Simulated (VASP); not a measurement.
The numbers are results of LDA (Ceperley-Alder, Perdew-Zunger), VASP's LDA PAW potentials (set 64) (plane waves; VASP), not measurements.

VASP ran on this input.

**INCAR**
```
# general
SYSTEM =CsBr
PREC   =Accurate
ENCUT  =400   # plane-wave cut-off (eV)
LREAL  =.False.   # projection in real space or not
LASPH  =.True.   # aspherical one-centre terms

# electronic loop
EDIFF  =1E-6
NELM   =100
ALGO   =Normal   # blocked Davidson
LMAXMIX=4

# smearing
ISMEAR =0   # Gaussian
SIGMA  =0.05

# ions
IBRION =2
NSW    =60
ISIF   =3   # ions, shape and volume
EDIFFG =-0.01

# output
LWAVE  =.False.
LCHARG =.False.
```

POSCAR:
```
CsBr
1
   -0.0000000000     3.5156262912     3.5156262912
    3.5156262912     0.0000000000     3.5156262912
    3.5156262912     3.5156262912     0.0000000000
Cs Br
1 1
Direct
  1.0000000000   1.0000000000   0.0000000000
  0.5000000000   0.5000000000   0.5000000000
```

**KPOINTS**
```
Automatic mesh
0
Gamma
6 6 6
0 0 0
```

POTCAR, in this order: Cs_sv Br (LDA.64 set). Program: vasp_std.

Unless said otherwise, spin-orbit coupling is left out, though it shifts the bands of the heavy elements here.

Task: Estimate the energy per atom (σ→0), band gap (on the k-mesh).

Result: 
* **energy per atom (σ→0)**: -3364 meV/atom
* **band gap (on the k-mesh)**: 4.23 eV

File OSZICAR:
```
...
DAV:   6    -0.675985565737E+01    0.23353E+00   -0.36909E-01   416   0.308E+00    0.112E+00
DAV:   7    -0.672787236949E+01    0.31983E-01   -0.14056E-01   456   0.185E+00    0.562E-01
DAV:   8    -0.672870286167E+01   -0.83049E-03   -0.78949E-03   456   0.582E-01    0.837E-02
DAV:   9    -0.672893550578E+01   -0.23264E-03   -0.13239E-03   464   0.209E-01    0.729E-02
DAV:  10    -0.672898697695E+01   -0.51471E-04   -0.96456E-05   432   0.675E-02    0.149E-02
DAV:  11    -0.672898938418E+01   -0.24072E-05   -0.26716E-05   440   0.298E-02    0.489E-03
DAV:  12    -0.672898998813E+01   -0.60395E-06   -0.13560E-06   324   0.872E-03
   1 F= -.67289900E+01 E0= -.67289900E+01  d E =-.672899E+01
```

The structure comes from a computed database's CsBr entry (Fm-3m); how it stands against other phases isn't given here. It was relaxed first, which changed the volume by -11 %. The start is the result of an earlier pass.
